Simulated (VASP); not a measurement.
These are PW91 GGA, VASP's PBE PAW potentials (set 64) (plane waves; VASP) values and carry that method's errors.

The input files of a VASP run:

### KPOINTS
```
Automatic mesh
0
Gamma
16 16 9
0 0 0
```

INCAR:
```
SYSTEM  =  Ti
PREC  =  Accurate; ENCUT  =  520; LREAL  =  .False.
LASPH  =  .True.
EDIFF  =  1E-7; NELM  =  100; ALGO  =  Normal
LMAXMIX  =  4
ISMEAR  =  -5
GGA  =  91
ISIF  =  2
LWAVE  =  .False.; LCHARG  =  .True.; LORBIT  =  11
NEDOS  =  601
```

### POSCAR
```
Ti
1
    1.4654330442    -2.5382045453     0.0000000000
    1.4654330442     2.5382045453     0.0000000000
    0.0000000000    -0.0000000000     4.6469573936
Ti
2
Direct
  0.3333330000   0.6666670000   0.2500000000
  0.6666670000   0.3333330000   0.7500000000
```

POTCAR, in this order: Ti_sv (PBE.64 set). Program: vasp_std.

Problem. Predict the energy per atom (σ→0), band gap (on the k-mesh).

Solution. 
```
Property                                                    Result
------------------------  ----------------------------------------
energy per atom (σ→0)                               -7797 meV/atom
band gap (on the k-mesh)  none (metal, semimetal or under 0.01 eV)
```

**OSZICAR**
```
...
DAV:   9    -0.155944444058E+02    0.87905E-02   -0.50226E-02  5824   0.261E+00    0.600E-02
DAV:  10    -0.155946748240E+02   -0.23042E-03   -0.22770E-03  7608   0.394E-01    0.830E-02
DAV:  11    -0.155947090947E+02   -0.34271E-04   -0.18011E-04  5792   0.127E-01    0.255E-02
DAV:  12    -0.155946986831E+02    0.10412E-04   -0.29772E-05  6360   0.459E-02    0.404E-03
DAV:  13    -0.155946997116E+02   -0.10285E-05   -0.60276E-07  5800   0.793E-03    0.695E-04
DAV:  14    -0.155947003327E+02   -0.62112E-06   -0.16852E-07  4248   0.335E-03    0.585E-04
DAV:  15    -0.155947003688E+02   -0.36096E-07   -0.27897E-08  3160   0.175E-03
   1 F= -.15594700E+02 E0= -.15594700E+02  d E =0.000000E+00
```

The compound is Ti in the hcp structure. It was relaxed first.
